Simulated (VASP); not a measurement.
Computed with PBEsol GGA, VASP's PBE PAW potentials (set 64) (plane waves; VASP).

The input files of a VASP run:

### POSCAR
```
CoAl
1
    2.8509815983     0.0000000000     0.0000000000
    0.0000000000     2.8509815983     0.0000000000
    0.0000000000     0.0000000000     2.8509815983
Al Co
1 1
Direct
  0.5000000000   0.5000000000   0.5000000000
  0.0000000000   0.0000000000   0.0000000000
```

### INCAR
```
SYSTEM = CoAl
PREC = Accurate
ENCUT = 520
EDIFF = 1E-7
NELM = 100
ALGO = Normal
LREAL = .FALSE.
LASPH = .TRUE.
ISMEAR = 1
SIGMA = 0.1
GGA = PS
LMAXMIX = 4
LWAVE = .FALSE.
LCHARG = .FALSE.
ISIF = 2
```

**KPOINTS**
```
kpoints
0
Gamma
  13 13 13
```

POTCAR, in this order: Al Co (PBE.64 set). Program: vasp_std.

**Question.** What will the output report for the number of irreducible k-points (NKPTS), largest plane-wave count, number of space-group operations, FFT grid (NGX, NGY, NGZ)?

**Answer.** 
number of irreducible k-points (NKPTS): 84
largest plane-wave count: 638
number of space-group operations: 48
FFT grid (NGX, NGY, NGZ): 24 × 24 × 24

The compound is CoAl in the CsCl type structure. This cell is one point of a volume scan, at 1.03 of the reference volume. The run is not spin-polarised, so no magnetic state was tried.
